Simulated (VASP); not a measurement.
# Antimonene and its bilayer, part 2 of 5

Aim: relax antimonene, place its levels against the vacuum, then find how two sheets stack and bind.

VASP 6.6.1, plane waves and PAW; the level of theory is named at each step.

So far. Step 2 (Relaxing the monolayer): The run ended after 5 ionic steps, 0.007 eV below its first step, once forces and stress met EDIFFG = -0.015. Step 3 (A second relaxation): The start already met the threshold, so nothing moved.

### Step 4. Vacuum level and density of states

Level of this step: PBE with D3(BJ); plane waves and PAW (Sb) (VASP).

A static run writes the electrostatic potential without exchange and correlation (LVHAR), which is flat in the vacuum and gives the level to count from. The dipole correction cancels the field that unlike faces would set up across the vacuum.

INCAR

```
SYSTEM = Sb
PREC = Normal
ENCUT = 350
EDIFF = 1E-06
NELM = 120
ISMEAR = 0
SIGMA = 0.03
LREAL = .FALSE.
ALGO = Fast
GGA = PE
IVDW = 12
NBANDS = 11
LORBIT = 11
LWAVE = .FALSE.
LCHARG = .TRUE.
IDIPOL = 3
LDIPOL = .TRUE.
DIPOL = 0.5 0.5 0.5
LVHAR = .TRUE.
LVACPOTAV = .TRUE.
NEDOS = 1500
LELF = .TRUE.
```

POSCAR

```
Sb
1.0
    4.0639014488      0.0000000000      0.0000000000
   -2.0319507244      3.5194418932      0.0000000000
    0.0000000000      0.0000000000     22.0000000000
Sb
2
Direct
    0.3333333333      0.6666666667      0.4622283598
    0.6666666667      0.3333333333      0.5377716402
```

KPOINTS

```
Automatic mesh
0
Gamma
9 9 1
0 0 0
```

KPOINTS_OPT

```
Line mode
14
Line-mode
Reciprocal
  0.00000000   0.00000000   0.00000000 GAMMA
  0.50000000   0.00000000   0.00000000 M

  0.50000000   0.00000000   0.00000000 M
  0.33333333   0.33333333   0.00000000 K

  0.33333333   0.33333333   0.00000000 K
  0.00000000   0.00000000   0.00000000 GAMMA
```

PAW data sets: Sb (PBE family, release 64).

Launch:

```
$ mpirun -np 4 vasp_std
```

Log:

```text
[banner, memory and clock lines left out]
running    4 mpi-ranks, on    1 nodes
 distrk:  each k-point on    4 cores,    1 groups
 distr:  one band on    1 cores,    4 groups

 POSCAR found type information on POSCAR Sb
 POSCAR found :  1 types and       2 ions
 LDA part: xc-table for (Slater+PW92), standard interpolation
|                                                                             |
|           W    W    AA    RRRRR   N    N  II  N    N   GGGG   !!!           |
|           W    W   A  A   R    R  NN   N  II  NN   N  G    G  !!!           |
|           W    W  A    A  R    R  N N  N  II  N N  N  G       !!!           |
|           W WW W  AAAAAA  RRRRR   N  N N  II  N  N N  G  GGG   !            |
|           WW  WW  A    A  R   R   N   NN  II  N   NN  G    G                |
|           W    W  A    A  R    R  N    N  II  N    N   GGGG   !!!           |
|                                                                             |
|     The number of bands has been changed from the values supplied in        |
|     The orbitals not found in the WAVECAR file will be initialized with     |
|     random numbers, which is usually adequate. For correlated               |
|     calculations, however, you should redo the groundstate calculation.     |
|     I found NBANDS = 11. Now, NBANDS = 12.                                  |
|                                                                             |

 POSCAR, INCAR and KPOINTS ok, starting setup
 FFT: planning ... GRIDC
 FFT: planning ... GRID_SOFT
 FFT: planning ... GRID
 WAVECAR not read
 entering main loop
       N       E                     dE             d eps       ncg     rms          rms(c)
DAV:   1     0.460014212882E+02    0.46001E+02   -0.20962E+03   288   0.379E+02
DAV:   2    -0.436728679252E+01   -0.50369E+02   -0.45864E+02   456   0.777E+01
DAV:   3    -0.807997059788E+01   -0.37127E+01   -0.37047E+01   396   0.272E+01
DAV:   4    -0.814359662280E+01   -0.63626E-01   -0.63619E-01   372   0.451E+00
DAV:   5    -0.814582259582E+01   -0.22260E-02   -0.22260E-02   408   0.926E-01    0.302E+00
RMM:   6    -0.811581256173E+01    0.30010E-01   -0.11094E-02   343   0.546E-01    0.184E+00
RMM:   7    -0.809560527027E+01    0.20207E-01   -0.35655E-02   377   0.982E-01    0.973E-02
RMM:   8    -0.809563819071E+01   -0.32920E-04   -0.45498E-03   388   0.450E-01    0.476E-02
RMM:   9    -0.809543664970E+01    0.20154E-03   -0.88684E-04   397   0.195E-01    0.246E-02
RMM:  10    -0.809538996068E+01    0.46689E-04   -0.18376E-04   391   0.853E-02    0.132E-02
RMM:  11    -0.809554628654E+01   -0.15633E-03   -0.70405E-05   376   0.461E-02    0.104E-02
RMM:  12    -0.809573382617E+01   -0.18754E-03   -0.27627E-05   387   0.296E-02    0.336E-03
RMM:  13    -0.809583053653E+01   -0.96710E-04   -0.11601E-05   371   0.177E-02    0.214E-03
RMM:  14    -0.809588761063E+01   -0.57074E-04   -0.32530E-06   350   0.912E-03    0.151E-03
RMM:  15    -0.809589948805E+01   -0.11877E-04   -0.72378E-07   330   0.473E-03    0.787E-04
RMM:  16    -0.809590923601E+01   -0.97480E-05   -0.44197E-07   320   0.301E-03    0.386E-04
RMM:  17    -0.809590907964E+01    0.15637E-06   -0.63702E-08   278   0.179E-03
|                                                                             |
|           W    W    AA    RRRRR   N    N  II  N    N   GGGG   !!!           |
|           W    W   A  A   R    R  NN   N  II  NN   N  G    G  !!!           |
|           W    W  A    A  R    R  N N  N  II  N N  N  G       !!!           |
|           W WW W  AAAAAA  RRRRR   N  N N  II  N  N N  G  GGG   !            |
|           WW  WW  A    A  R   R   N   NN  II  N   NN  G    G                |
|           W    W  A    A  R    R  N    N  II  N    N   GGGG   !!!           |
|                                                                             |
|     Did not find any points to average over, which means that no vacuum     |
|     field-free region was found. Please increase the size of  your cell     |
|     in the dimension of the dipole correction to obtain accurate            |
|     workfunction values.                                                    |
|                                                                             |

   1 F= -.85702291E+01 E0= -.85702291E+01  d E =-.266561E-11
 Start KPOINTS_OPT (optional k-point list driver)
k-point batch [1-12\42]
       N       E                     dE             ncg
DAV:   1    -0.279351555429E+03   -0.13257E+04      288
DAV:   2    -0.768350980442E+03   -0.48900E+03      428
DAV:   3    -0.810917154750E+03   -0.42566E+02      420
DAV:   4    -0.811711920349E+03   -0.79477E+00      304
DAV:   5    -0.811744733557E+03   -0.32813E-01      404
DAV:   6    -0.811746218452E+03   -0.14849E-02      384
DAV:   7    -0.811746254617E+03   -0.36165E-04      428
DAV:   8    -0.811746255656E+03   -0.10384E-05      280
DAV:   9    -0.811746255702E+03   -0.46424E-07      176
[...]
k-point batch [37-42\42]
       N       E                     dE             ncg
DAV:   1     0.928986544826E+03   -0.34442E+03      144
DAV:   2     0.730497437046E+03   -0.19849E+03      216
DAV:   3     0.708505440582E+03   -0.21992E+02      192
DAV:   4     0.708029842552E+03   -0.47560E+00      164
DAV:   5     0.708013441189E+03   -0.16401E-01      188
DAV:   6     0.708012113121E+03   -0.13281E-02      188
DAV:   7     0.708012051465E+03   -0.61656E-04      232
DAV:   8     0.708012051079E+03   -0.38590E-06      140
```

Elapsed: 7.6 s, on 4 MPI ranks of Intel Xeon 6975P-C (Granite Rapids), shared host; peak memory 0.59 GiB; 25 s of CPU time.

From OUTCAR (step 4):

```text
The static configuration has the point symmetry D_3d.

 Found     12 irreducible k-points:

   k-points           NKPTS =     12   k-points in BZ     NKDIM =     12   number of bands    NBANDS=     12

   NELECT =      10.0000    total number of electrons

 E-fermi :  -2.3659

 k-point     1 :       0.0000    0.0000    0.0000
  band No.  band energies     occupation
      1     -14.0146      2.00000
      2      -8.9912      2.00000
      3      -3.3331      2.00000
      4      -2.4962      2.00000
      5      -2.4962      2.00000
      6      -0.8658      0.00000
      7       0.2761      0.00000
      8       0.2761      0.00000
      9       1.6442      0.00000
     10       1.8792      0.00000
    ...

 k-point     2 :       0.1111   -0.0000    0.0000
  band No.  band energies     occupation
      1     -13.8790      2.00000
      2      -8.9765      2.00000
      3      -3.6357      2.00000
      4      -3.2690      2.00000
      5      -2.7956      2.00000
      6      -0.4321      0.00000
      7       0.3623      0.00000
      8       0.5477      0.00000
      9       1.8364      0.00000
     10       2.0305      0.00000
    ...

 Edisp (eV)   -0.47432

  Total      -0.00214    -0.00214    -0.02149     0.00000     0.00000     0.00000
  in kB      -0.01089    -0.01089    -0.10941     0.00000     0.00000     0.00000
  external pressure =       -0.04 kB  Pullay stress =        0.00 kB

 POSITION                                       TOTAL-FORCE (eV/Angst)
 -----------------------------------------------------------------------------------
     -0.00000      2.34629     10.16902        -0.000000     -0.000000      0.007379
      2.03195      1.17315     11.83098         0.000000      0.000000     -0.007379
 -----------------------------------------------------------------------------------
    total drift:                               -0.000000     -0.000000      0.000000

  FREE ENERGIE OF THE ION-ELECTRON SYSTEM (eV)
  ---------------------------------------------------
  free  energy   TOTEN  =        -8.5702291307 eV

  energy  without entropy=       -8.5702291307  energy(sigma->0) =       -8.57022913

 vacuum level on the upper side and lower side of the slab         2.186         2.186

[... 9 parts as in an earlier step ...]

[... 5 further parts left out ...]
```

This step gave:

* electronic cycles: 17
* Fermi energy: -2.366 eV
* least gap on mesh and path: 1.126 eV
* least direct gap on mesh and path: 1.630 eV
* vacuum levels: 2.186, 2.186 eV
* ionisation potentials of the upper and lower face: 4.682, 4.682 eV
* electron affinities of the upper and lower face: 3.556, 3.556 eV

The electronic bands at the labelled points (eV, zero at the valence-band top; v1 is the highest filled band, c1 the lowest empty one):

| point | v4 | v3 | v2 | v1 | c1 | c2 | c3 | c4 |
| --- | --- | --- | --- | --- | --- | --- | --- | --- |
| Γ | -6.50 | -0.84 | 0.00 | 0.00 | 1.63 | 2.77 | 2.77 | 4.14 |
| 0.46 of the way | -6.57 | -2.61 | -0.90 | -0.70 | 1.33 | 3.43 | 3.44 | 4.67 |
| M | -7.91 | -3.14 | -1.65 | -1.62 | 1.55 | 2.24 | 3.47 | 4.90 |
| 0.54 of the way | -8.05 | -3.33 | -2.27 | -1.65 | 1.79 | 3.00 | 3.12 | 5.45 |
| K | -8.61 | -3.70 | -1.96 | -1.96 | 1.29 | 3.45 | 3.45 | 6.48 |
| 0.54 of the way | -6.65 | -2.70 | -1.73 | -0.66 | 2.06 | 2.71 | 3.73 | 4.96 |
| Γ | -6.50 | -0.84 | 0.00 | 0.00 | 1.63 | 2.77 | 2.77 | 4.14 |

The electronic bands as a text plot (rows in eV, shown from -8.0 to 4.4 only):

```
    4.1 |++++++                                             +++++
    3.6 |       ++++++++++++++++     ++++++++++++++++++++++
    3.1 |  +++++++ +++++        ++++++++  ++++             +++
    2.6 |++++           +++       +           +++++++++++++++++++
    2.1 | ++++++           ++++++++             +++++++++++ ++++
    1.5 |+      +++       ++++++   ++++++ ++++++                +
    1.0 |          +++++++               +
    0.5 |
    0.0 |****                                               *****
   -0.5 |  **********                              *********  **
   -1.0 |******   ********                    *****    **** *****
   -1.6 |      *      ******************  ****       **    *
   -2.1 |       **              ************       **    **
   -2.6 |         *                         *******  ****
   -3.1 |          *****************          *******
   -3.6 |                           **********
   -4.1 |
   -4.6 |
   -5.2 |
   -5.7 |
   -6.2 |
   -6.7 |*************                             **************
   -7.2 |             ****                      ***
   -7.7 |                 *********           **
         Γ                   M           K                      Γ
```

Zero at the Fermi level. Planar average of the electrostatic potential against height:

height (Å), planar average of the electrostatic potential (eV) and a bar from the least value:
```
        0        4.6 ##############################
        1        4.6 ##############################
        2        4.6 ##############################
        3        4.6 ##############################
        4        4.6 ##############################
        5        4.6 ##############################
        6        4.6 ##############################
        7        4.5 ##############################
        8        4.4 ##############################
        9        2.5 ##########################
       10      -11.9 
       11       -5.6 ###########
       12      -11.9 
       13        2.5 ##########################
       14        4.4 ##############################
       15        4.5 ##############################
       16        4.6 ##############################
       17        4.6 ##############################
       18        4.6 ##############################
       19        4.6 ##############################
       20        4.6 ##############################
       21        4.6 ##############################
```

ELF in the ca plane at fractional y = 0.333, with atoms of Sb within 0.2 Å of it. It is the smooth field of the valence electrons, not physical close to the nuclei.

Ten even steps from '0' (0.00) to '9' (0.94), each cell a mean:
```
00000000000000000000012345567788888642000000
00000000000000000000000112467789999874200000
00000000000000000000000001356778999986310000
00000000000000000000000001356667999986310000
00000000000000000000000012357778999985310000
00000000000000000000001123467789999864200000
00000000000000000000123455667778887531000000
00000000000000000001246777666554432100000000
00000000000000000001357888765321100000000000
00000000000000000001357887765422110000000000
00000000000000000000235677666655543210000000
```
Columns run along c (16.0 Å, from fractional 0.04 to 0.77 of the cell), rows up along a (4.1 Å). Atoms in or near the plane, at fractional coordinates: Sb at (0.54, 0.67).

Valence density in the ca plane at fractional y = 0.333, with atoms of Sb within 0.2 Å of it. It is the smooth field of the valence electrons, not physical close to the nuclei.

Ten even steps from '0' (-0.27 e/Å³) to '9' (0.39 e/Å³), each cell a mean:
```
44444444444444444444444456678888754444444444
44444444444444444444444445679989975444444444
44444444444444444444444445679635986444444444
44444444444444444444444445678403996444444444
44444444444444444444444445679746986444444444
44444444444444444444444455679999975444444444
44444444444444444444444456678887654444444444
44444444444444444444444566777665544444444444
44444444444444444444444567776555444444444444
44444444444444444444444567776655444444444444
44444444444444444444444566777666544444444444
```
Columns run along c (16.0 Å, from fractional 0.04 to 0.77 of the cell), rows up along a (4.1 Å). Atoms in or near the plane, at fractional coordinates: Sb at (0.54, 0.67).

The vacuum level lies 4.68 eV above the highest filled level at the upper face; both faces agree, as the slab has next to no dipole.

The program found no field-free point at its default tolerance, but its printed level agrees with the flat part of the planar average.

### Step 5. The slab in a field, field -0.1

A field across the slab, with the atoms held, gives the electronic response: the dipole changes linearly with the field, and the energy has a linear term from the slab's own dipole and a quadratic one from its polarisability.

INCAR

```
SYSTEM = Sb
PREC = Normal
ENCUT = 350
EDIFF = 1E-06
NELM = 120
ISMEAR = 0
SIGMA = 0.03
LREAL = .FALSE.
ALGO = Fast
GGA = PE
IVDW = 12
NBANDS = 11
LORBIT = 11
LWAVE = .FALSE.
LCHARG = .FALSE.
KPAR = 4
IDIPOL = 3
LDIPOL = .TRUE.
DIPOL = 0.5 0.5 0.5
EFIELD = -0.1
```

POSCAR is that of step 4.

KPOINTS is that of step 4.

Launch:

```
$ mpirun -np 4 vasp_std
```

Log:

```text
[... set-up lines as in an earlier step ...]
 entering main loop
       N       E                     dE             d eps       ncg     rms          rms(c)
DAV:   1     0.409096584877E+02    0.40910E+02   -0.22753E+03   264   0.424E+02
DAV:   2    -0.454399738555E+01   -0.45454E+02   -0.42789E+02   401   0.815E+01
DAV:   3    -0.808965834607E+01   -0.35457E+01   -0.35358E+01   356   0.279E+01
DAV:   4    -0.815708486267E+01   -0.67427E-01   -0.67418E-01   338   0.479E+00
DAV:   5    -0.815838953956E+01   -0.13047E-02   -0.13047E-02   373   0.788E-01    0.302E+00
RMM:   6    -0.811858378209E+01    0.39806E-01   -0.23301E-02   296   0.692E-01    0.185E+00
RMM:   7    -0.809992808057E+01    0.18656E-01   -0.33167E-02   329   0.101E+00    0.292E-01
RMM:   8    -0.809762993044E+01    0.22982E-02   -0.73643E-03   351   0.554E-01    0.884E-02
RMM:   9    -0.809745008028E+01    0.17985E-03   -0.13152E-03   362   0.250E-01    0.403E-02
RMM:  10    -0.809721294331E+01    0.23714E-03   -0.48643E-04   349   0.136E-01    0.170E-02
RMM:  11    -0.809724123563E+01   -0.28292E-04   -0.13991E-04   337   0.672E-02    0.110E-02
RMM:  12    -0.809737319655E+01   -0.13196E-03   -0.59248E-05   339   0.436E-02    0.673E-03
RMM:  13    -0.809759600740E+01   -0.22281E-03   -0.34307E-05   350   0.322E-02    0.313E-03
RMM:  14    -0.809763020186E+01   -0.34194E-04   -0.50391E-06   319   0.153E-02    0.229E-03
RMM:  15    -0.809769101317E+01   -0.60811E-04   -0.28601E-06   296   0.866E-03    0.157E-03
RMM:  16    -0.809770050200E+01   -0.94888E-05   -0.55281E-07   286   0.457E-03    0.810E-04
RMM:  17    -0.809771170067E+01   -0.11199E-04   -0.43766E-07   285   0.316E-03    0.315E-04
RMM:  18    -0.809771279012E+01   -0.10895E-05   -0.66129E-08   232   0.184E-03    0.208E-04
RMM:  19    -0.809771375420E+01   -0.96408E-06   -0.35296E-08   218   0.142E-03
   1 F= -.85720338E+01 E0= -.85720338E+01  d E =-.204914E-13
```

It took 4.4 s on 4 MPI ranks; peak memory 0.79 GiB; 15 s of CPU time.

Parts of OUTCAR (step 5):

```text
   NELECT =      10.0000    total number of electrons

 dipolmoment           0.000000      0.000000     -0.036044 electrons x Angstroem

 E-fermi :  -2.3510

 k-point     1 :       0.0000    0.0000    0.0000
  band No.  band energies     occupation
      1     -14.0156      2.00000
      2      -8.9922      2.00000
      3      -3.3343      2.00000
      4      -2.4972      2.00000
      5      -2.4972      2.00000
      6      -0.8672      0.00000
      7       0.2752      0.00000
      8       0.2752      0.00000
      9       1.4792      0.00000
     10       1.9671      0.00000
    ...

 Edisp (eV)   -0.47432

  Total      -0.00071    -0.00071    -0.02398     0.00000     0.00000    -0.00000
  in kB      -0.00363    -0.00363    -0.12210     0.00000     0.00000    -0.00000
  external pressure =       -0.04 kB  Pullay stress =        0.00 kB

 POSITION                                       TOTAL-FORCE (eV/Angst)
 -----------------------------------------------------------------------------------
     -0.00000      2.34629     10.16902        -0.000000      0.000000      0.007020
      2.03195      1.17315     11.83098         0.000000     -0.000000     -0.007020
 -----------------------------------------------------------------------------------
    total drift:                               -0.000000      0.000000     -0.000005

  FREE ENERGIE OF THE ION-ELECTRON SYSTEM (eV)
  ---------------------------------------------------
  free  energy   TOTEN  =        -8.5720338053 eV

  energy  without entropy=       -8.5720338053  energy(sigma->0) =       -8.57203381

 vacuum level on the upper side and lower side of the slab         2.923         1.318

[... 8 parts as in an earlier step ...]

[... 9 further parts left out ...]
```

Numbers from this step:

```
electronic cycles              : 19
free energy (TOTEN)            : -8.572 eV
Fermi energy                   : -2.351 eV
dipole moment                  : 0, 0, -0.03604 e·Å
gap on the k-mesh              : 1.14 eV
least direct gap on the k-mesh : 1.63 eV
```

VASP counts the dipole in electrons times Å, so a positive number points the physical dipole along −c. A positive EFIELD is likewise a physical field along −c.

Energy at zero smearing: -8.57203 eV.

### Step 6. The slab in a field, field 0.1

INCAR: that of step 5 with these lines changed.

```diff
@@ -19,2 +19,2 @@
 DIPOL = 0.5 0.5 0.5
-EFIELD = -0.1
+EFIELD = 0.1
```

POSCAR is that of step 5.

KPOINTS is that of step 5.

Launch:

```
$ mpirun -np 4 vasp_std
```

Log:

```text
[... set-up lines as in an earlier step ...]
 entering main loop
       N       E                     dE             d eps       ncg     rms          rms(c)
DAV:   1     0.407910862026E+02    0.40791E+02   -0.22774E+03   264   0.424E+02
DAV:   2    -0.432647410030E+01   -0.45118E+02   -0.42790E+02   388   0.811E+01
DAV:   3    -0.808308102498E+01   -0.37566E+01   -0.37434E+01   353   0.283E+01
DAV:   4    -0.815506409087E+01   -0.71983E-01   -0.71975E-01   297   0.488E+00
[...]
RMM:  17    -0.809771178515E+01   -0.54580E-05   -0.28998E-07   282   0.290E-03    0.227E-04
RMM:  18    -0.809771326942E+01   -0.14843E-05   -0.68835E-08   243   0.175E-03    0.125E-04
RMM:  19    -0.809771383475E+01   -0.56533E-06   -0.18613E-08   205   0.132E-03
   1 F= -.85720339E+01 E0= -.85720339E+01  d E =-.251562E-14
```

It took 4.6 s on 4 MPI ranks; peak memory 0.79 GiB; 14 s of CPU time.

From OUTCAR (step 6):

```text
 Edisp (eV)   -0.47432

  Total      -0.00073    -0.00073    -0.02396     0.00000     0.00000     0.00000
  in kB      -0.00369    -0.00369    -0.12199     0.00000     0.00000     0.00000
  external pressure =       -0.04 kB  Pullay stress =        0.00 kB

 POSITION                                       TOTAL-FORCE (eV/Angst)
 -----------------------------------------------------------------------------------
     -0.00000      2.34629     10.16902        -0.000000      0.000000      0.007047
      2.03195      1.17315     11.83098         0.000000      0.000000     -0.007047
 -----------------------------------------------------------------------------------
    total drift:                                0.000000     -0.000000     -0.000018

  FREE ENERGIE OF THE ION-ELECTRON SYSTEM (eV)
  ---------------------------------------------------
  free  energy   TOTEN  =        -8.5720338858 eV

  energy  without entropy=       -8.5720338858  energy(sigma->0) =       -8.57203389

[... 2 parts as in an earlier step ...]

[... 1 further part left out ...]
[key lines of the parts left out:]
E-fermi :  -2.3447
```

This step gave:

- Fermi energy: -2.345 eV
- dipole moment: 0, 0, 0.03605 e·Å

Energy at zero smearing: -8.57203 eV.

[end of part 2 of 5]

[Lines on the potential files, build, host, timing and source positions are cut from VASP's logs without a mark.]

[Logs are printed without paths, hosts, clocks, repeated set-up lines and the standing remarks that a program may print on its own settings, such as how far it seeks lower states.]

[Hosts, paths, dates, database ids (printed as entryN), source tags and the programs' standing remarks are cut or masked in the printed files.]

[Runs that stopped without an error message from VASP are left out.]
